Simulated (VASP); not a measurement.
These are r2SCAN meta-GGA, VASP's PBE PAW potentials (set 64) (plane waves; VASP) values and carry that method's errors.

Input for VASP

### POSCAR
```
AuAl2
1
   -0.0000000000     2.9030562321     2.9030562321
    2.9030562321     0.0000000000     2.9030562321
    2.9030562321     2.9030562321     0.0000000000
Al Au
2 1
Direct
  0.2500000000   0.2500000000   0.2500000000
  0.7500000000   0.7500000000   0.7500000000
  0.0000000000   0.0000000000   0.0000000000
```

### INCAR
```
! general
SYSTEM  = AuAl2
PREC    = Accurate
ENCUT   = 480
LREAL   = .False.
LASPH   = .True.

! electronic loop
EDIFF   = 1E-7
NELM    = 100
ALGO    = Normal
LMAXMIX = 6
LMIXTAU = .True.

! smearing
ISMEAR  = 1
SIGMA   = 0.1

! functional
METAGGA = R2SCAN

! ions
IBRION  = 2
NSW     = 40
ISIF    = 3
EDIFFG  = -0.01
PSTRESS = 150

! output
LWAVE   = .False.
LCHARG  = .False.
```

**KPOINTS**
```
kpoints
0
G
 8 8 8
0 0 0
```

POTCAR, in this order: Al Au (PBE.64 set). Program: vasp_std.

The resulting files:

File OSZICAR:
```
       N       E                     dE             d eps       ncg     rms          rms(c)
DAV:   1     0.615464776786E+01    0.61546E+01   -0.71405E+03   696   0.115E+03
DAV:   2    -0.687451991238E+02   -0.74900E+02   -0.69514E+02   800   0.208E+02
DAV:   3    -0.706497162070E+02   -0.19045E+01   -0.18887E+01   880   0.338E+01
DAV:   4    -0.706663378896E+02   -0.16622E-01   -0.16602E-01   816   0.359E+00
DAV:   5    -0.706665929332E+02   -0.25504E-03   -0.25502E-03   864   0.482E-01    0.115E+01
DAV:   6    -0.653314749778E+02    0.53351E+01   -0.89630E+00   820   0.364E+01    0.554E+00
DAV:   7    -0.652804504687E+02    0.51025E-01   -0.59315E-01   780   0.860E+00    0.256E+00
DAV:   8    -0.653232034485E+02   -0.42753E-01   -0.11457E-01   744   0.260E+00    0.576E-01
DAV:   9    -0.653204613128E+02    0.27421E-02   -0.37540E-02   712   0.162E+00    0.191E-01
DAV:  10    -0.653350994389E+02   -0.14638E-01   -0.10499E-02   720   0.100E+00    0.120E-01
DAV:  11    -0.653347815635E+02    0.31788E-03   -0.76454E-04   792   0.311E-01    0.449E-02
DAV:  12    -0.653352179324E+02   -0.43637E-03   -0.55051E-04   728   0.266E-01    0.990E-03
DAV:  13    -0.653352672259E+02   -0.49294E-04   -0.94682E-05   740   0.123E-01    0.581E-03
DAV:  14    -0.653352656689E+02    0.15570E-05   -0.28526E-06   848   0.209E-02    0.276E-03
DAV:  15    -0.653352672284E+02   -0.15595E-05   -0.48219E-07   792   0.772E-03    0.854E-04
DAV:  16    -0.653352671639E+02    0.64566E-07   -0.55397E-08   412   0.254E-03
   1 F= -.60754091E+02 E0= -.60753721E+02  d E =-.607541E+02
```

OUTCAR:
```
------------------------ aborting loop because EDIFF is reached ----------------------------------------
  FORCE on cell =-STRESS in cart. coord.  units (eV):
  Direction    XX          YY          ZZ          XY          YZ          ZX
  --------------------------------------------------------------------------------------
  Total        4.5937527      4.5937527      4.5937527      0.0000000      0.0000000     -0.0000000
  in kB      150.4117812    150.4117812    150.4117812      0.0000000      0.0000000     -0.0000000
  external PRESSURE =       0.4117812 kB  Pullay stress =     150.0000000 kB
  volume of cell :       48.93
      direct lattice vectors                 reciprocal lattice vectors
     0.000000000  2.903056232  2.903056232    -0.172232282  0.172232282  0.172232282
     2.903056232  0.000000000  2.903056232     0.172232282 -0.172232282  0.172232282
     2.903056232  2.903056232  0.000000000     0.172232282  0.172232282 -0.172232282
 POSITION                                       TOTAL-FORCE (eV/Angst)
 -----------------------------------------------------------------------------------
      1.45153      1.45153      1.45153         0.000000      0.000000      0.000000
      4.35458      4.35458      4.35458        -0.000000     -0.000000     -0.000000
      0.00000      0.00000      0.00000         0.000000     -0.000000      0.000000
 -----------------------------------------------------------------------------------
    total drift:                                0.000000     -0.000000     -0.000000
  FREE ENERGIE OF THE ION-ELECTRON SYSTEM (eV)
  ---------------------------------------------------
  free  energy   TOTEN  =       -65.3352671639 eV

  energy  without entropy=      -65.3341583767  energy(sigma->0) =      -65.33489757
  enthalpy is  TOTEN    =       -60.7540907418 eV   P V=        4.5811764221

 reached required accuracy - stopping structural energy minimisation
```
(Selected blocks of OUTCAR.)

### OUTCAR
```
 val. band max:        8.7635026391   @ k =   0.3750   0.1250   0.0000

 cond. band min:       9.0308062370   @ k =   0.3750   0.1250   0.0000


 Fermi energy:         9.0121957797

 k-point     1 :       0.0000    0.0000    0.0000
  band No.  band energies     occupation
      1      -2.9568      2.00000
      2       1.3702      2.00000
      3       1.3702      2.00000
      4       1.3702      2.00000
      5       2.4828      2.00000
      6       2.4828      2.00000
      7      11.9835      0.00000
      8      11.9835      0.00000
      9      11.9835      0.00000
     10      12.6074      0.00000
     11      13.5954      0.00000
     12      13.5954      0.00000

 k-point     2 :       0.1250    0.0000    0.0000
  band No.  band energies     occupation
      1      -2.7244      2.00000
      2       1.3099      2.00000
      3       1.4309      2.00000
      4       1.4309      2.00000
      5       2.4717      2.00000
      6       2.4717      2.00000
      7       9.6088     -0.00000
      8      11.3485      0.00000
      9      11.3485      0.00000
     10      12.6579      0.00000
     11      14.2892      0.00000
     12      14.2892      0.00000

 k-point     3 :       0.2500    0.0000    0.0000
  band No.  band energies     occupation
      1      -2.0634      2.00000
      2       1.2016      2.00000
      3       1.5565      2.00000
      4       1.5565      2.00000
      5       2.4864      2.00000
      6       2.4864      2.00000
      7       6.7133      2.00000
      8      10.3477     -0.00000
      9      10.3477     -0.00000
     10      12.8737      0.00000
     11      13.9425      0.00000
     12      13.9425      0.00000

 k-point     4 :       0.3750    0.0000    0.0000
  band No.  band energies     occupation
      1      -1.1649      2.00000
      2       1.2720      2.00000
      3       1.6338      2.00000
      4       1.6338      2.00000
      5       2.5858      2.00000
      6       2.5858      2.00000
...
```

Unless said otherwise, spin-orbit coupling is left out, though it shifts the bands of the heavy elements here.

The compound is AuAl2 in the fluorite structure. It was relaxed first under an external pressure of 15 GPa. The electron count is odd and the run is not spin-polarised, which forces a metal.
